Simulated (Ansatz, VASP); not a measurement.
# GaAs: VASP beside Ansatz

Aim: how closely do two programs agree when they are given the same cell, functional and k mesh? The cell is taken from a series of runs on this material, whose earlier steps may have relaxed, scaled, displaced or heated it; both programs get it as it stands.

Main program and level: Ansatz 0.2.0; plane waves, with VASP 6.6.1 beside it; zone-centre phonons at LDA.

**1. The structure**

The structure is cubic, space group F-43m (No. 216). The conventional cell has a = 5.601 Å, b = 5.601 Å, c = 5.601 Å, α = 90.00°, β = 90.00°, γ = 90.00°. Nearest to Ga lie 4 As at 2.43 Å. Nearest to As lie 4 Ga at 2.43 Å. Farther neighbours are not listed.

Coordinates:

```
Ga As
1.0
    -2.80029    0.00000    2.80029
     0.00000    2.80029    2.80029
    -2.80029    2.80029    0.00000
Ga As
1 1
Direct
  0.00000 0.00000 0.00000
  0.25000 0.25000 0.25000
```

**2. VASP: zone-centre phonons, LDA**

Second derivatives magnify differences that forces hide, and they need a tight electronic threshold.

Lines of VASP's logs that name or quote its potential files are left out, and so is its time.

INCAR

```
SYSTEM = GaAs
PREC = Accurate
ENCUT = 500
EDIFF = 1E-08
NELM = 120
ISMEAR = 0
SIGMA = 0.01
LREAL = .FALSE.
ALGO = Normal
GGA = PW92
NBANDS = 15
LORBIT = 11
LWAVE = .FALSE.
LCHARG = .FALSE.
ISIF = 2
IBRION = 8
LEPSILON = .TRUE.
LASPH = .TRUE.
GGA_COMPAT = .FALSE.
EFERMI = MIDGAP
KPAR = 2
```

POSCAR

```
GaAs
1.0
   -2.8002886350      0.0000000000      2.8002886350
    0.0000000000      2.8002886350      2.8002886350
   -2.8002886350      2.8002886350      0.0000000000
Ga As
1 1
Direct
    0.0000000000      0.0000000000      0.0000000000
    0.2500000000      0.2500000000      0.2500000000
```

KPOINTS

```
Automatic mesh
0
Gamma
8 8 8
0 0 0
```

The projector-augmented-wave data sets are Ga_d and As (LDA family, release 64).

On the command line:

```sh
$ mpirun -np 2 vasp_std
```

The program printed:

```text
[banner, memory and clock lines left out]
running    2 mpi-ranks, on    1 nodes
 distrk:  each k-point on    1 cores,    2 groups
 distr:  one band on    1 cores,    1 groups

 POSCAR found type information on POSCAR GaAs
 POSCAR found :  2 types and       2 ions
|                                                                             |
|               ----> ADVICE to this user running VASP <----                  |
|                                                                             |
|     You enforced a specific xc type in the INCAR file but a different       |
|     [... a line on the potential file left out ...]
|     I HOPE YOU KNOW WHAT YOU ARE DOING!                                     |
|                                                                             |

 LDA part: xc-table for (Slater(with rela. corr.)+PW92), standard interpolation
 POSCAR, INCAR and KPOINTS ok, starting setup
 FFT: planning ... GRIDC
 FFT: planning ... GRID_SOFT
 FFT: planning ... GRID
 WAVECAR not read
 entering main loop
       N       E                     dE             d eps       ncg     rms          rms(c)
DAV:   1     0.830195728408E+02    0.83020E+02   -0.90622E+03   886   0.166E+03
DAV:   2    -0.321787832501E+01   -0.86237E+02   -0.82150E+02   996   0.320E+02
DAV:   3    -0.975975514919E+01   -0.65419E+01   -0.65205E+01  1059   0.696E+01
DAV:   4    -0.986753852857E+01   -0.10778E+00   -0.10777E+00  1068   0.100E+01
DAV:   5    -0.986895663287E+01   -0.14181E-02   -0.14181E-02  1094   0.103E+00    0.308E+00
DAV:   6    -0.967787017762E+01    0.19109E+00   -0.23094E-01  1326   0.886E+00    0.181E+00
DAV:   7    -0.963456020040E+01    0.43310E-01   -0.68384E-02  1240   0.203E+00    0.525E-01
DAV:   8    -0.963136756594E+01    0.31926E-02   -0.92323E-03  1059   0.111E+00    0.110E-01
DAV:   9    -0.963133596671E+01    0.31599E-04   -0.72661E-04  1123   0.341E-01    0.417E-02
DAV:  10    -0.963134081535E+01   -0.48486E-05   -0.41400E-05  1311   0.713E-02    0.219E-02
DAV:  11    -0.963134565864E+01   -0.48433E-05   -0.67352E-06  1052   0.408E-02    0.250E-03
DAV:  12    -0.963134553933E+01    0.11932E-06   -0.48831E-07  1251   0.102E-02    0.195E-03
DAV:  13    -0.963134554019E+01   -0.86493E-09   -0.69912E-08  1074   0.213E-03
   1 F= -.96313455E+01 E0= -.96313455E+01  d E =0.000000E+00
 Linear response reoptimize wavefunctions to high precision
DAV:   1    -0.963134554041E+01   -0.21737E-09   -0.11891E-09   871   0.288E-04
DAV:   2    -0.963134554042E+01   -0.15461E-10   -0.10693E-10   631   0.107E-04
 Linear response G [H, r] |phi>, progress :
  Direction:   1
       N       E                     dE             d eps       ncg     rms
RMM:   1    -0.413312678733E+02   -0.41331E+02    0.20818E+02  1042   0.231E+02
RMM:   2    -0.551167036534E+02   -0.13785E+02   -0.18603E+01  1750   0.337E+01
RMM:   3    -0.575656888961E+02   -0.24490E+01   -0.23353E+00  1729   0.810E+00
RMM:   4    -0.575662772442E+02   -0.58835E-03    0.40789E-02  1833   0.245E+00
RMM:   5    -0.575848177497E+02   -0.18541E-01    0.26417E-02  1836   0.582E-01
RMM:   6    -0.575863882814E+02   -0.15705E-02    0.25554E-02  1865   0.176E-01
RMM:   7    -0.575893005036E+02   -0.29122E-02   -0.26334E-03  1892   0.584E-02
RMM:   8    -0.575889960108E+02    0.30449E-03    0.56759E-04  1902   0.223E-02
RMM:   9    -0.575890950793E+02   -0.99068E-04   -0.40567E-04  1883   0.996E-03
RMM:  10    -0.575891168687E+02   -0.21789E-04   -0.62037E-04  1808   0.526E-03
RMM:  11    -0.575891263483E+02   -0.94796E-05   -0.71449E-04  1607   0.344E-03
RMM:  12    -0.575890744048E+02    0.51943E-04   -0.19479E-04  1410   0.268E-03
RMM:  13    -0.575890661633E+02    0.82415E-05   -0.11252E-04  1141   0.229E-03
RMM:  14    -0.575890676027E+02   -0.14394E-05   -0.12673E-04  1029   0.212E-03
RMM:  15    -0.575890565764E+02    0.11026E-04   -0.16633E-05   945   0.203E-03
RMM:  16    -0.575890580694E+02   -0.14930E-05   -0.31444E-05   904   0.204E-03
RMM:  17    -0.575890619468E+02   -0.38774E-05   -0.70423E-05   881   0.192E-03
RMM:  18    -0.575890625549E+02   -0.60812E-06   -0.76630E-05   852   0.203E-03
 Linear response G [H, r] |phi>, progress :
  Direction:   2
       N       E                     dE             d eps       ncg     rms
RMM:   1    -0.419865803706E+02   -0.41987E+02    0.23896E+02  1029   0.231E+02
RMM:   2    -0.537822034740E+02   -0.11796E+02   -0.24218E+01  1757   0.347E+01
RMM:   3    -0.557637406692E+02   -0.19815E+01   -0.25268E+00  1740   0.824E+00
RMM:   4    -0.557582124784E+02    0.55282E-02    0.20318E-02  1840   0.249E+00
RMM:   5    -0.557751726455E+02   -0.16960E-01    0.27370E-02  1848   0.607E-01
RMM:   6    -0.557768322067E+02   -0.16596E-02    0.25338E-02  1892   0.190E-01
RMM:   7    -0.557797355361E+02   -0.29033E-02   -0.25091E-03  1909   0.645E-02
RMM:   8    -0.557794383932E+02    0.29714E-03    0.62736E-04  1924   0.252E-02
[...]
Linear response to external field (no local field effect), progress :
  Direction:   2
       N       E                     dE             d eps       ncg     rms          rms(c)
RMM:   1    -0.391879687270E+00   -0.39188E+00    0.71002E+00   943   0.926E+00
RMM:   2    -0.372481230210E+01   -0.33329E+01   -0.17496E-02  1688   0.199E+00
RMM:   3    -0.374165489491E+01   -0.16843E-01   -0.29519E-02  1809   0.570E-01
[...]
RMM:  10    -0.339296181909E+01    0.15769E-04    0.51467E-07  6030   0.122E-03    0.962E-05
RMM:  11    -0.339295426245E+01    0.75566E-05   -0.62132E-07  5812   0.526E-04    0.138E-05
RMM:  12    -0.339295474380E+01   -0.48135E-06    0.30293E-08  4554   0.197E-04    0.623E-06
 change of polarisation eV/A/(eV/A) component  1 :     6.556    -1.326    -0.462
 dielectric tensor                  component  1 :    28.012    -5.462    -1.902
 Linear response to external field, progress :
  Direction:   2
       N       E                     dE             d eps       ncg     rms          rms(c)
RMM:   1    -0.381844607646E+00   -0.38184E+00    0.53157E+00  3094   0.829E+00
RMM:   2    -0.335659839280E+01   -0.29748E+01   -0.47806E-02  5524   0.184E+00    0.193E+00
RMM:   3    -0.332511033137E+01    0.31488E-01   -0.29849E-02  5641   0.107E+00    0.114E+00
RMM:   4    -0.338769914979E+01   -0.62589E-01   -0.34042E-02  5630   0.125E+00    0.985E-02
RMM:   5    -0.338788724575E+01   -0.18810E-03   -0.24943E-03  5660   0.351E-01    0.340E-02
RMM:   6    -0.339257339616E+01   -0.46862E-02   -0.15818E-04  5900   0.100E-01    0.202E-02
RMM:   7    -0.339271126960E+01   -0.13787E-03    0.81510E-06  5646   0.345E-02    0.204E-03
RMM:   8    -0.339303690291E+01   -0.32563E-03    0.32162E-06  5875   0.103E-02    0.926E-04
RMM:   9    -0.339297835792E+01    0.58545E-04    0.78907E-07  5938   0.387E-03    0.290E-04
RMM:  10    -0.339296311940E+01    0.15239E-04   -0.19163E-07  6050   0.123E-03    0.995E-05
RMM:  11    -0.339295492503E+01    0.81944E-05   -0.33878E-07  5768   0.528E-04    0.140E-05
RMM:  12    -0.339295551334E+01   -0.58831E-06    0.31007E-07  4574   0.198E-04    0.639E-06
 change of polarisation eV/A/(eV/A) component  2 :    -1.347     6.556     0.479
 dielectric tensor                  component  2 :    -5.550    28.012     1.974
 Linear response to external field, progress :
  Direction:   3
       N       E                     dE             d eps       ncg     rms          rms(c)
RMM:   1    -0.372814962937E+00   -0.37281E+00    0.54060E+00  3092   0.829E+00
RMM:   2    -0.335552035664E+01   -0.29827E+01   -0.40958E-02  5522   0.184E+00    0.193E+00
RMM:   3    -0.332511440995E+01    0.30406E-01   -0.29997E-02  5640   0.107E+00    0.114E+00
RMM:   4    -0.338768699695E+01   -0.62573E-01   -0.33982E-02  5626   0.125E+00    0.985E-02
RMM:   5    -0.338791188331E+01   -0.22489E-03   -0.27934E-03  5664   0.351E-01    0.340E-02
RMM:   6    -0.339256520474E+01   -0.46533E-02   -0.90459E-05  5900   0.100E-01    0.202E-02
RMM:   7    -0.339271087891E+01   -0.14567E-03    0.39905E-06  5643   0.344E-02    0.204E-03
RMM:   8    -0.339303550859E+01   -0.32463E-03    0.95614E-06  5876   0.103E-02    0.926E-04
RMM:   9    -0.339297753336E+01    0.57975E-04    0.17416E-06  5941   0.388E-03    0.289E-04
RMM:  10    -0.339296231798E+01    0.15215E-04    0.44007E-07  6048   0.123E-03    0.989E-05
RMM:  11    -0.339295432705E+01    0.79909E-05   -0.46901E-07  5778   0.527E-04    0.136E-05
RMM:  12    -0.339295491519E+01   -0.58814E-06   -0.34347E-09  4549   0.197E-04    0.640E-06
 change of polarisation eV/A/(eV/A) component  3 :    -0.749     1.077     6.556
 dielectric tensor                  component  3 :    -3.088     4.437    28.012
 Linear response DOF=           2
 Linear response progress:
  Degree of freedom:   1/  2
       N       E                     dE             d eps       ncg     rms          rms(c)
RMM:   1    -0.167246099353E+00   -0.16725E+00    0.11000E-01  3605   0.856E+00
RMM:   2    -0.165480561942E+00    0.17655E-02   -0.24395E-02  5392   0.134E+00    0.444E-02
RMM:   3    -0.165744281366E+00   -0.26372E-03   -0.35116E-03  5669   0.405E-01    0.280E-02
RMM:   4    -0.165644753611E+00    0.99528E-04   -0.18776E-03  5986   0.173E-01    0.928E-03
RMM:   5    -0.165605713809E+00    0.39040E-04   -0.22789E-05  5870   0.407E-02    0.357E-03
RMM:   6    -0.165603314994E+00    0.23988E-05    0.38604E-05  5839   0.145E-02    0.485E-04
RMM:   7    -0.165602368581E+00    0.94641E-06    0.12444E-05  5775   0.604E-03    0.282E-04
RMM:   8    -0.165603184264E+00   -0.81568E-06    0.12749E-05  5936   0.260E-03    0.997E-05
RMM:   9    -0.165604666321E+00   -0.14821E-05    0.58655E-06  5748   0.110E-03    0.223E-05
RMM:  10    -0.165605066134E+00   -0.39981E-06    0.18105E-06  5969   0.513E-04    0.720E-06
RMM:  11    -0.165605027338E+00    0.38797E-07    0.10957E-06  5804   0.229E-04    0.328E-06
RMM:  12    -0.165605068158E+00   -0.40821E-07    0.97427E-07  5828   0.112E-04    0.299E-06
RMM:  13    -0.165605135621E+00   -0.67463E-07    0.53218E-07  5831   0.580E-05    0.809E-07
RMM:  14    -0.165605159706E+00   -0.24085E-07    0.31631E-07  5840   0.314E-05    0.384E-07
RMM:  15    -0.165605180046E+00   -0.20340E-07    0.13232E-07  4862   0.190E-05    0.197E-07
RMM:  16    -0.165605181693E+00   -0.16468E-08    0.12873E-07  4260   0.134E-05    0.833E-08
 first order change of Fermi-energy   0.10514E+01
 force on displaced ion       1 direction 1 :  -9.804  -0.000  -0.000
 Born effective charge ion    1 direction 1 :   2.037   0.000   0.000
 Linear response progress:
  Degree of freedom:   2/  2
       N       E                     dE             d eps       ncg     rms          rms(c)
RMM:   1    -0.452111216290E-01   -0.45211E-01    0.61197E-02  6293   0.155E+00
RMM:   2    -0.444655441690E-01    0.74558E-03   -0.41724E-03  5089   0.407E-01    0.833E-02
RMM:   3    -0.444308296790E-01    0.34714E-04   -0.35222E-04  5696   0.131E-01    0.458E-02
RMM:   4    -0.445923974936E-01   -0.16157E-03    0.55035E-07  5647   0.570E-02    0.413E-03
RMM:   5    -0.446005281412E-01   -0.81306E-05    0.27615E-06  5880   0.174E-02    0.237E-03
RMM:   6    -0.445895333519E-01    0.10995E-04   -0.11606E-06  5653   0.520E-03    0.701E-04
RMM:   7    -0.445891119702E-01    0.42138E-06   -0.46599E-07  5822   0.185E-03    0.317E-04
RMM:   8    -0.445878804394E-01    0.12315E-05   -0.14229E-07  5704   0.719E-04    0.401E-05
RMM:   9    -0.445877956160E-01    0.84823E-07    0.40916E-09  5943   0.250E-04    0.147E-05
RMM:  10    -0.445877220631E-01    0.73553E-07    0.50030E-09  5671   0.898E-05    0.426E-06
RMM:  11    -0.445877203873E-01    0.16758E-08   -0.15806E-09  5731   0.358E-05    0.136E-06
 first order change of Fermi-energy  -0.10521E+01
 force on displaced ion       2 direction 1 :  -9.762   0.000   0.000
 Born effective charge ion    2 direction 1 :  -2.393   0.000   0.000
 Born effective charges drift removed
 Linear response finished
```

Parts of OUTCAR (step 2):

```text
ion  position               nearest neighbor table
   1  0.000  0.000  0.000-   2 2.43   2 2.43   2 2.43   2 2.43
   2  0.250  0.250  0.250-   1 2.43   1 2.43   1 2.43   1 2.43

  LATTYP: Found a face centered cubic cell.
 ALAT       =     5.6005772700

 Subroutine GETGRP returns: Found 24 space group operations
 (whereof 24 operations were pure point group operations)

The static configuration has the point symmetry T_d .

 Found     29 irreducible k-points:

   k-points           NKPTS =     29   k-points in BZ     NKDIM =     29   number of bands    NBANDS=     15

   dimension x,y,z NGX =    30 NGY =   30 NGZ =   30
   dimension x,y,z NGXF=    60 NGYF=   60 NGZF=   60

   ENCUT  =  500.0 eV  36.75 Ry    6.06 a.u.   7.22  7.22  7.22*2*pi/ulx,y,z

   NELECT =      18.0000    total number of electrons

 k-points in reciprocal lattice and weights: Automatic mesh
   0.00000000  0.00000000  0.00000000       0.002
   0.12500000  0.00000000  0.00000000       0.016
   0.25000000  0.00000000  0.00000000       0.016
   0.37500000  0.00000000  0.00000000       0.016
   0.50000000  0.00000000  0.00000000       0.008
   0.12500000  0.12500000  0.00000000       0.012
   0.25000000  0.12500000  0.00000000       0.047
   0.37500000  0.12500000  0.00000000       0.047
   0.50000000  0.12500000  0.00000000       0.047
[...]
-0.37500000  0.50000000  0.12500000       0.023
  -0.25000000  0.50000000  0.25000000       0.012

 average (electrostatic) potential at core
       1 -67.2988       2 -53.5418

  Total        0.0965897      0.0965897      0.0965897      0.0000000      0.0000000     -0.0000000
  in kB        3.5237326      3.5237326      3.5237326      0.0000000      0.0000000     -0.0000000
  external PRESSURE =       3.5237326 kB  Pullay stress =       0.0000000 kB

  energy-cutoff  :      500.00
  volume of cell :       43.92
      direct lattice vectors                 reciprocal lattice vectors
    -2.800288635  0.000000000  2.800288635    -0.178553023 -0.178553023  0.178553023
     0.000000000  2.800288635  2.800288635     0.178553023  0.178553023  0.178553023
    -2.800288635  2.800288635  0.000000000    -0.178553023  0.178553023 -0.178553023

 POSITION                                       TOTAL-FORCE (eV/Angst)
 -----------------------------------------------------------------------------------
      0.00000      0.00000      0.00000         0.000000      0.000000      0.000000
     -1.40014      1.40014      1.40014        -0.000000     -0.000000     -0.000000
 -----------------------------------------------------------------------------------
    total drift:                                0.000001     -0.000001     -0.000000

 MACROSCOPIC STATIC DIELECTRIC TENSOR (including local field effects in DFT)
 ------------------------------------------------------
          28.012046     0.000000     0.000000
           0.000000    28.012046     0.000000
          -0.000000    -0.000000    28.012046
 ------------------------------------------------------

 PIEZOELECTRIC TENSOR (including local field effects)  for field in x, y, z        (C/m^2)
          XX          YY          ZZ          XY          YZ          ZX
  --------------------------------------------------------------------------------
  x     0.00000     0.00000     0.00000     0.00000     0.96489     0.00000
  y    -0.00000    -0.00000    -0.00000     0.00000     0.00000     0.96489
  z     0.00000     0.00000    -0.00000     0.96489    -0.00000    -0.00000

 BORN EFFECTIVE CHARGES (including local field effects) (in |e|, cummulative output)
 ---------------------------------------------------------------------------------
 ion    1
    1     2.20923    -0.00000    -0.00000
    2     0.00000     2.20923     0.00000
    3     0.00000    -0.00000     2.20923
 ion    2
    1    -2.20923     0.00000     0.00000
    2    -0.00000    -2.20923     0.00000
    3    -0.00000     0.00000    -2.20923

 Eigenvectors and eigenvalues of the dynamical matrix
 ----------------------------------------------------

   1 f  =    8.136977 THz    51.126133 2PiTHz  271.420331 cm-1    33.651817 meV
             X         Y         Z           dx          dy          dz
      0.000000  0.000000  0.000000     0.000000    0.720438    0.000000
     -1.400144  1.400144  1.400144     0.000000   -0.693519    0.000000

   2 f  =    8.136977 THz    51.126133 2PiTHz  271.420331 cm-1    33.651817 meV
             X         Y         Z           dx          dy          dz
      0.000000  0.000000  0.000000     0.720438    0.000000    0.000000
     -1.400144  1.400144  1.400144    -0.693519    0.000000    0.000000

   3 f  =    8.136977 THz    51.126133 2PiTHz  271.420331 cm-1    33.651817 meV
             X         Y         Z           dx          dy          dz
      0.000000  0.000000  0.000000     0.000000    0.000000    0.720438
     -1.400144  1.400144  1.400144     0.000000    0.000000   -0.693519

   4 f/i=    0.008629 THz     0.054215 2PiTHz    0.287816 cm-1     0.035685 meV
             X         Y         Z           dx          dy          dz
      0.000000  0.000000  0.000000    -0.693519    0.000000    0.000000
     -1.400144  1.400144  1.400144    -0.720438    0.000000    0.000000

   5 f/i=    0.008629 THz     0.054215 2PiTHz    0.287816 cm-1     0.035685 meV
             X         Y         Z           dx          dy          dz
      0.000000  0.000000  0.000000     0.000000   -0.693519    0.000000
     -1.400144  1.400144  1.400144     0.000000   -0.720438    0.000000

   6 f/i=    0.008629 THz     0.054215 2PiTHz    0.287816 cm-1     0.035685 meV
             X         Y         Z           dx          dy          dz
      0.000000  0.000000  0.000000     0.000000    0.000000   -0.693519
     -1.400144  1.400144  1.400144     0.000000    0.000000   -0.720438

 MACROSCOPIC STATIC DIELECTRIC TENSOR IONIC CONTRIBUTION
 ------------------------------------------------------
           2.055593    -0.000000    -0.000000
          -0.000000     2.055593     0.000000
          -0.000000     0.000000     2.055593
 ------------------------------------------------------

 ELASTIC MODULI CONTR FROM IONIC RELAXATION (kBar)
 Direction    XX          YY          ZZ          XY          YZ          ZX
 --------------------------------------------------------------------------------
 XX          -0.0000     -0.0000     -0.0000      0.0000     -0.0000      0.0000
 YY          -0.0000     -0.0000     -0.0000      0.0000      0.0000      0.0000
 ZZ          -0.0000     -0.0000     -0.0000     -0.0000      0.0000      0.0000
 XY           0.0000      0.0000     -0.0000   -204.6525      0.0000     -0.0000
 YZ          -0.0000      0.0000      0.0000      0.0000   -204.6525      0.0000
 ZX           0.0000      0.0000      0.0000     -0.0000      0.0000   -204.6525
 --------------------------------------------------------------------------------

 PIEZOELECTRIC TENSOR IONIC CONTR  for field in x, y, z        (C/m^2)
          XX          YY          ZZ          XY          YZ          ZX
  --------------------------------------------------------------------------------
  x    -0.00000     0.00000     0.00000     0.00000    -0.61031     0.00000
  y     0.00000     0.00000     0.00000    -0.00000     0.00000    -0.61031
  z     0.00000     0.00000    -0.00000    -0.61031     0.00000    -0.00000
```

With a direct gap this small, the dielectric response converges slowly with the mesh, so tensor and charges are uncertain; a mesh that holds the point of the least gap tends to give too large a tensor.

(Part 1 of 2 ends here.)

[Lines on the potential files, build, host, timing and source positions are cut from VASP's logs without a mark.]

[Logs are printed without paths, hosts, clocks, repeated set-up lines and the standing remarks that a program may print on its own settings, such as how far it seeks lower states.]

[Hosts, paths, dates, database ids (printed as entryN), source tags and the programs' standing remarks are cut or masked in the printed files.]
